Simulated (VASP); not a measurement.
VASP ran on this input.

**INCAR**
```
ENCUT=480
LMAXMIX=4   ! l cut-off of mixed one-centre charges
SIGMA=0.1   ! width (eV)
LMIXTAU=.TRUE.
LWAVE=.FALSE.
ALGO=Normal
NELM=100   ! most electronic steps
LREAL=.FALSE.
LASPH=.TRUE.
ISIF=2   ! forces and stress, cell fixed
LCHARG=.FALSE.
METAGGA=R2SCAN
PREC=Accurate
ISMEAR=1   ! Methfessel-Paxton
SYSTEM=NiAl
EDIFF=1E-7   ! SCF stop (eV)
```

File POSCAR:
```
NiAl
1.0
  2.9046946586   0.0000000000   0.0000000000
  0.0000000000   2.8617681366   0.0000000000
  0.0000000000   0.0000000000   2.9046946586
Al Ni
1 1
Cart
  1.4523473293   1.4308840683   1.4523473293
  0.0000000000   0.0000000000   0.0000000000
```

### KPOINTS
```
Automatic mesh
0
Gamma
12 12 12
0 0 0
```

POTCAR, in this order: Al Ni (PBE.64 set). Program: vasp_std.

Question: Write an equivalent input for Ansatz.

Answer: One equivalent input (not run):
Ansatz 0.2 input:
```yaml
crystal:
  lattice:
    - [2.9046947, 0.0000000, 0.0000000]
    - [0.0000000, 2.8617681, 0.0000000]
    - [0.0000000, 0.0000000, 2.9046947]
  atoms:
    - { symbol: Al, position: [0.5000000, 0.5000000, 0.5000000] }
    - { symbol: Ni, position: [0.0000000, 0.0000000, 0.0000000] }
kpoints:
  mp_grid: { grid: [12, 12, 12] }
hamiltonian:
  xc: r2scan
  pseudopotentials: { kind: paw }
scf:
  occupations: { method: methfessel_paxton, width: 0.1 }
  max_iter: 100
output: { forces: true, stress: true, eigenvalues: true }
```
What does not carry over: each code has its own PAW files, so the cut-off isn't converted (ENCUT is set for VASP's; basis.ecutwfc is left out, and Ansatz then takes the one that its files recommend); Ansatz stops its SCF on the density residual and VASP on the energy change (EDIFF).

The compound is NiAl in the CsCl type structure. This cell was strained or had an atom moved on purpose.
